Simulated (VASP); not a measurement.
# MgO (Periclase) (Fm-3m) in VASP: a series of runs, part 2 of 2

VASP 6.6.1.

## Step 4: Elastic constants, r2SCAN

This run uses another cell than the first one, of 9.21 Å³/atom, 0.989 times its volume.

Input file POSCAR:

```
MgO
1.0
    0.0000000000      2.0964156981      2.0964156981
    2.0964156981      0.0000000000      2.0964156981
    2.0964156981      2.0964156981      0.0000000000
  Mg              O
     1     1
Direct
     0.0000000000000000    0.0000000000000000    0.0000000000000000
     0.5000000000000000    0.5000000000000000    0.5000000000000000
```

Input file INCAR.step1:

```
SYSTEM = MgO
ALGO = Normal
EDIFF = 1E-8
EDIFFG = -0.002
ENCUT = 600
IBRION = 2
ISIF = 3
ISMEAR = 0
LASPH = .TRUE.
LCHARG = .FALSE.
LMIXTAU = .TRUE.
LREAL = .FALSE.
LWAVE = .FALSE.
METAGGA = R2SCAN
NELM = 80
NSW = 40
PREC = Accurate
SIGMA = 0.03
```

Input file INCAR.step2:

```
SYSTEM = MgO
ALGO = Normal
EDIFF = 1E-8
ENCUT = 600
IBRION = 6
ISIF = 3
ISMEAR = 0
LASPH = .TRUE.
LCHARG = .FALSE.
LMIXTAU = .TRUE.
LREAL = .FALSE.
LWAVE = .FALSE.
METAGGA = R2SCAN
NELM = 80
NFREE = 2
NSW = 1
POTIM = 0.015
PREC = Accurate
SIGMA = 0.03
```

Input file KPOINTS:

```
k-points
0
G
  12 12 12
  0 0 0
```

Potentials or basis: VASP PAW PBE potentials, release 64 (Mg, O).

Run with:

```
$ cat potpaw_PBE.64/Mg/POTCAR potpaw_PBE.64/O/POTCAR > POTCAR
$ cp INCAR.step1 INCAR
$ mpirun -np 1 vasp_std > vasp.out
$ cp CONTCAR POSCAR
$ cp INCAR.step2 INCAR
$ mpirun -np 1 vasp_std > vasp.out
```

OUTCAR:

```text
SYSTEM = MgO
   EDIFF = 1E-8
   ENCUT = 600
   IBRION = 6
   ISIF = 3
   ISMEAR = 0
   LASPH = .TRUE.
   LREAL = .FALSE.
   METAGGA = R2SCAN
   NELM = 80
   NFREE = 2
   NSW = 1
   POTIM = 0.015
   PREC = Accurate

 ion  position               nearest neighbor table
   1  0.000  0.000  0.000-   2 2.10   2 2.10   2 2.10   2 2.10   2 2.10   2 2.10
   2  0.500  0.500  0.500-   1 2.10   1 2.10   1 2.10   1 2.10   1 2.10   1 2.10

  LATTYP: Found a face centered cubic cell.
 ALAT       =     4.1928313962

  Lattice vectors:

 A1 = (   0.0000000000,   2.0964156981,   2.0964156981)
 A2 = (   2.0964156981,   0.0000000000,   2.0964156981)
 A3 = (   2.0964156981,   2.0964156981,   0.0000000000)

Analysis of symmetry for initial positions (statically):
=====================================================================
 Subroutine PRICEL returns:
 Original cell was already a primitive cell.

 Routine SETGRP: Setting up the symmetry group for a
 face centered cubic supercell.

 Subroutine GETGRP returns: Found 48 space group operations
 (whereof 48 operations were pure point group operations)
 out of a pool of 48 trial point group operations.

The static configuration has the point symmetry O_h .

[... 634 lines left out ...]
  Total        0.0120703      0.0022020      0.0022020      0.0000000     -0.0000000      0.0000000
  in kB        1.0494574      0.1914570      0.1914570      0.0000000     -0.0000000      0.0000000
  external PRESSURE =       0.4774571 kB  Pullay stress =       0.0000000 kB
[... 17 lines left out ...]
  FREE ENERGIE OF THE ION-ELECTRON SYSTEM (eV)
  ---------------------------------------------------
  free  energy   TOTEN  =       -16.1645366141 eV

  energy  without entropy=      -16.1645366141  energy(sigma->0) =      -16.16453661

 INTERNAL STRAIN TENSORS FROM STRAINED CELLS
 ============================================

 INTERNAL STRAIN TENSOR FOR ION    1 for displacements in x,y,z  (eV/Angst):
          X           Y           Z          XY          YZ          ZX
  --------------------------------------------------------------------------------
  x     0.00000    -0.00000     0.00000     0.00000     0.00000     0.00000
  y     0.00000    -0.00000    -0.00000    -0.00000    -0.00000     0.00000
  z     0.00000     0.00000    -0.00000     0.00000     0.00000     0.00000

 INTERNAL STRAIN TENSORS FROM DISPLACED ATOMS
 ============================================

 INTERNAL STRAIN TENSOR FOR ION    1 for displacements in x,y,z  (eV/Angst):
          X           Y           Z          XY          YZ          ZX
  --------------------------------------------------------------------------------
  x     0.00000     0.00000     0.00000     0.00000     0.00000     0.00000
  y     0.00000     0.00000     0.00000     0.00000     0.00000     0.00000
  z     0.00000     0.00000     0.00000     0.00000     0.00000     0.00000

 INTERNAL STRAIN TENSOR FOR ION    2 for displacements in x,y,z  (eV/Angst):
          X           Y           Z          XY          YZ          ZX
  --------------------------------------------------------------------------------
  x     0.00000     0.00000     0.00000     0.00000     0.00000     0.00000
  y     0.00000     0.00000     0.00000     0.00000     0.00000     0.00000
  z     0.00000     0.00000     0.00000     0.00000     0.00000     0.00000

 Eigenvectors and eigenvalues of the dynamical matrix
 ----------------------------------------------------

   1 f  =   12.253912 THz    76.993600 2PiTHz  408.746506 cm-1    50.678085 meV
             X         Y         Z           dx          dy          dz
      0.000000  0.000000  0.000000     0.559213   -0.268108    0.081604
      2.096416  2.096416  2.096416    -0.697526    0.334420   -0.101787
[... 21 lines left out ...]
   6 f/i=    0.071632 THz     0.450078 2PiTHz    2.389393 cm-1     0.296247 meV
             X         Y         Z           dx          dy          dz
      0.000000  0.000000  0.000000    -0.767811   -0.130771   -0.045878
      2.096416  2.096416  2.096416    -0.615561   -0.104840   -0.036781

--------------------------------------------------------------------------------------------------------

 ELASTIC MODULI CONTR FROM IONIC RELAXATION (kBar)
 Direction    XX          YY          ZZ          XY          YZ          ZX
 --------------------------------------------------------------------------------
 XX           0.0000      0.0000      0.0000      0.0000      0.0000      0.0000
 YY           0.0000      0.0000      0.0000      0.0000      0.0000      0.0000
 ZZ           0.0000      0.0000      0.0000      0.0000      0.0000      0.0000
 XY           0.0000      0.0000      0.0000      0.0000      0.0000      0.0000
 YZ           0.0000      0.0000      0.0000      0.0000      0.0000      0.0000
 ZX           0.0000      0.0000      0.0000      0.0000      0.0000      0.0000
 --------------------------------------------------------------------------------

 TOTAL ELASTIC MODULI (kBar)
 Direction    XX          YY          ZZ          XY          YZ          ZX
 --------------------------------------------------------------------------------
 XX        3216.5973    955.0711    955.0711      0.0000      0.0000      0.0000
 YY         955.0711   3216.5973    955.0711      0.0000      0.0000      0.0000
 ZZ         955.0711    955.0711   3216.5973      0.0000     -0.0000     -0.0000
 XY           0.0000      0.0000      0.0000   1590.6063      0.0000      0.0000
 YZ           0.0000      0.0000     -0.0000      0.0000   1590.6063      0.0000
 ZX           0.0000      0.0000     -0.0000      0.0000      0.0000   1590.6063
 --------------------------------------------------------------------------------
```

Run time: 25 min. Hardware: 1 thread of Intel Xeon Platinum 8375C at 2.90GHz (Ice Lake), shared host; peak memory 0.3 GiB.

What came out:

| Item | Value |
| --- | --- |
| Elastic constants C11, C12, C44 | 322, 96, 159 GPa |
| Voigt bulk modulus | 171 GPa |
| Highest phonon frequency at Γ, LO-TO splitting left out | 409 cm⁻¹ |

Phonon frequencies in cm⁻¹ (negative: imaginary):
```csv
q point,frequencies
"(0.000, 0.000, 0.000)",-2 -2 -2 409 409 409
```

Elastic tensor in Voigt notation (GPa, in the Cartesian axes of the cell as first typed):
```
322  96  96   0   0   0
 96 322  96   0   0   0
 96  96 322   0   0   0
  0   0   0 159   0   0
  0   0   0   0 159   0
  0   0   0   0   0 159
```

Clamped-ion elastic tensor (GPa):
```
322  96  96   0   0   0
 96 322  96   0   0   0
 96  96 322   0   0   0
  0   0   0 159   0   0
  0   0   0   0 159   0
  0   0   0   0   0 159
```

Caveat: the PAW data sets were made with another functional, which shifts forces and pressure a little.

## Step 5: Against experiment

Step 3. A measured high-frequency dielectric constant of MgO is 2.95 (295 K; “Infrared Optical Properties of Ferropericlase (Mg1-xFexO): Experiment and Theory”, 2007, arxiv:0704.2267); the calculated 3.16 misses it by +7.2 %.
